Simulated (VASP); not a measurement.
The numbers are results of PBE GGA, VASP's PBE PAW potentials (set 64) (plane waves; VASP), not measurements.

A VASP calculation is set up with these files.

**INCAR**
```
SYSTEM  =  LiCl
PREC  =  Accurate; ENCUT  =  520; LREAL  =  .FALSE.
LASPH  =  .TRUE.
EDIFF  =  1E-4; NELM  =  100; ALGO  =  Normal
ISMEAR  =  0; SIGMA  =  0.05
GGA  =  PE
ISIF  =  2
LWAVE  =  .FALSE.; LCHARG  =  .FALSE.
```

### POSCAR
```
LiCl
1
    0.0000000000     2.6214000000     2.6214000000
    2.6214000000     0.0000000000     2.6214000000
    2.6214000000     2.6214000000     0.0000000000
Li Cl
1 1
Direct
  0.0000000000   0.0000000000   0.0000000000
  0.5000000000   0.5000000000   0.5000000000
```

File KPOINTS:
```
kpoints
0
gamma
 8 8 8
```

POTCAR, in this order: Li_sv Cl (PBE.64 set). Program: vasp_std.

Problem. What will the output report for the number of irreducible k-points (NKPTS), number of bands (NBANDS), largest plane-wave count, number of space-group operations, FFT grid (NGX, NGY, NGZ)?

Solution. 
| Property | Result |
|---|---|
| number of irreducible k-points (NKPTS) | 29 |
| number of bands (NBANDS) | 9 |
| largest plane-wave count | 982 |
| number of space-group operations | 48 |
| FFT grid (NGX, NGY, NGZ) | 28 × 28 × 28 |

The compound is LiCl in the rock salt structure. The cell was not relaxed at this level. The run is one of a series of settings (EDIFF = 1E-4 against the base run), some of them coarse on purpose.
